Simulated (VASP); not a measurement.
Calculation: r2SCAN meta-GGA, VASP's PBE PAW potentials (set 64) (plane waves; VASP).

A VASP calculation is set up with these files.

**POSCAR**
```
PbS
1
    0.0000000000     2.9862226180     2.9862226180
    2.9862226180     0.0000000000     2.9862226180
    2.9862226180     2.9862226180     0.0000000000
Pb S
1 1
Direct
  0.0000000000   0.0000000000   0.0000000000
  0.5000000000   0.5000000000   0.5000000000
```

**KPOINTS**
```
Regular mesh
0
gamma
  14 14 14
0 0 0
```

### INCAR
```
SYSTEM = PbS
PREC = Accurate
ENCUT = 400
EDIFF = 1E-7
NELM = 100
ALGO = Normal
LREAL = .FALSE.
LASPH = .TRUE.
ISMEAR = 0
SIGMA = 0.01
METAGGA = R2SCAN
LMIXTAU = .TRUE.
LMAXMIX = 4
LWAVE = .FALSE.
LCHARG = .FALSE.
LOPTICS = .TRUE.
LPEAD = .TRUE.
NBANDS = 42
NEDOS = 1001
CSHIFT = 0.1
```

POTCAR, in this order: Pb_d S (PBE.64 set). Program: vasp_std.

The dielectric response may not be converged in the k-mesh; for small gaps it tends to come out too large. Unless said otherwise, spin-orbit coupling is left out, though it shifts the bands of the heavy elements here.

Question: Estimate the energy per atom (σ→0), band gap (on the k-mesh).

Answer: 
| Property | Result |
|---|---|
| energy per atom (σ→0) | -32.806 eV/atom |
| band gap (on the k-mesh) | 0.70 eV |

### OSZICAR
```
...
DAV:  18    -0.656114523547E+02    0.73517E-06   -0.53950E-07  9352   0.300E-03    0.241E-03
DAV:  19    -0.656114529546E+02   -0.59986E-06   -0.12019E-07 10016   0.168E-03    0.590E-04
DAV:  20    -0.656114524147E+02    0.53989E-06   -0.55463E-08  8396   0.878E-04    0.532E-04
DAV:  21    -0.656114525275E+02   -0.11282E-06   -0.11534E-08  6570   0.426E-04    0.528E-04
DAV:  22    -0.656114523713E+02    0.15622E-06   -0.41303E-09  4908   0.298E-04    0.957E-05
DAV:  23    -0.656114523858E+02   -0.14483E-07   -0.67221E-10  4830   0.131E-04
   1 F= -.65611452E+02 E0= -.65611452E+02  d E =-.548444E-26
 imaginary and real dielectric function
```

The structure comes from a measured PbS entry (Fm-3m) of the Crystallography Open Database, whose conditions weren't checked. It was relaxed first.
